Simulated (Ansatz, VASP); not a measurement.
**Two plane-wave programs on BeAl2H2C**

```
Be Al H C
1.0
     3.27711    0.00000    0.00000
     0.00000    3.27711    0.00000
     0.00000    0.00000    4.85069
Be Al H C
1 2 2 1
Direct
  0.00000 0.00000 0.00000
  0.50000 0.50000 0.26390
  0.50000 0.50000 0.73610
  0.00000 0.50000 0.00000
  0.50000 0.00000 0.00000
  0.00000 0.00000 0.50000
```

Change from the starting cell: species swapped into the LaAl2BRu2 type (P4/mmm, No. 123).

Alike in both runs: functional PBE; k mesh 6 × 6 × 4; occupations gaussian, width 0.1 eV; no spin polarisation.

Ansatz relaxed the structure, and its values are those at the end. VASP's run is a single point on that final structure, the one shown.

|  | VASP | Ansatz |
| --- | --- | --- |
| version | VASP 6.6.1 | Ansatz 0.2.0 |
| potentials or method | VASP PAW PBE potentials, release 64 (Be, Al, H, C) | scalar-relativistic, plane waves, PAW |
| plane-wave cutoff (eV) | 520 | 420 |
| valence electrons in the cell | 14 | 14 |

|  | VASP | Ansatz | Ansatz less VASP |
| --- | --- | --- | --- |
| gap on the k mesh at the Fermi level (eV) | none | none | - |
| pressure (GPa) | -0.3 | -0.2 | +0.10 |
| rms of the force components (eV/Å) | 0.004 | 0.004 | -0.0002 |

A gap of «none» marks a metal or a gap that the smearing closes.
